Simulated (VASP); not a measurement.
Input:

```yaml
crystal:
  lattice:
    - [1.66748, -5.42193, 0.00000]
    - [1.66748, 5.42193, 0.00000]
    - [0.00000, 0.00000, 4.25551]
  atoms:
    - { symbol: Zr, position: [0.16049, 0.83951, 0.75000] }
    - { symbol: Zr, position: [0.83951, 0.16049, 0.25000] }
    - { symbol: Al, position: [0.42837, 0.57163, 0.75000] }
    - { symbol: Al, position: [0.57163, 0.42837, 0.25000] }
```

The numbers are results of PBEsol GGA with spin-orbit coupling, VASP's PBE PAW potentials (set 64) (plane waves; VASP 6.6.1), not measurements. Settings: 400 eV cut-off, 9×9×7 Γ-centred mesh, Gaussian smearing of 0.050 eV, potentials Zr_sv Al.

Question: Give the energies of bands 23 to 36 at the high-symmetry points, in eV from the Fermi level.

Answer: 
| band | Γ | Y | C0 | Z | A0 | T | S | R |
|---|---|---|---|---|---|---|---|---|
| 23 | -1.71 | -1.63 | -1.90 | -2.18 | -2.48 | -3.20 | -1.81 | -2.16 |
| 24 | -1.71 | -1.63 | -1.90 | -2.18 | -2.48 | -3.20 | -1.81 | -2.16 |
| 25 | -1.48 | -1.34 | -1.50 | -0.84 | -1.38 | -0.24 | -1.66 | -1.73 |
| 26 | -1.48 | -1.34 | -1.50 | -0.84 | -1.38 | -0.24 | -1.66 | -1.73 |
| 27 | 0.07 | -0.68 | -0.85 | -0.84 | -1.34 | -0.24 | -1.01 | -1.73 |
| 28 | 0.07 | -0.68 | -0.85 | -0.84 | -1.34 | -0.24 | -1.01 | -1.73 |
| 29 | 1.19 | 0.79 | -0.10 | 0.90 | -0.25 | 1.41 | -0.33 | -0.12 |
| 30 | 1.19 | 0.79 | -0.10 | 0.90 | -0.25 | 1.41 | -0.33 | -0.12 |
| 31 | 1.60 | 1.54 | -0.08 | 0.90 | -0.24 | 1.41 | -0.30 | -0.12 |
| 32 | 1.60 | 1.54 | -0.08 | 0.90 | -0.24 | 1.41 | -0.30 | -0.12 |
| 33 | 1.83 | 1.91 | 0.63 | 1.77 | 2.32 | 1.49 | 1.11 | 2.41 |
| 34 | 1.83 | 1.91 | 0.63 | 1.77 | 2.32 | 1.49 | 1.11 | 2.41 |
| 35 | 2.13 | 1.99 | 1.40 | 1.77 | 2.32 | 1.49 | 1.49 | 2.41 |
| 36 | 2.13 | 1.99 | 1.40 | 1.77 | 2.32 | 1.49 | 1.49 | 2.41 |

It has no gap at this level: it comes out as a metal or semimetal.

The structure comes from a computed database's ZrAl entry (Cmcm); how it stands against other phases isn't given here. It was relaxed first.
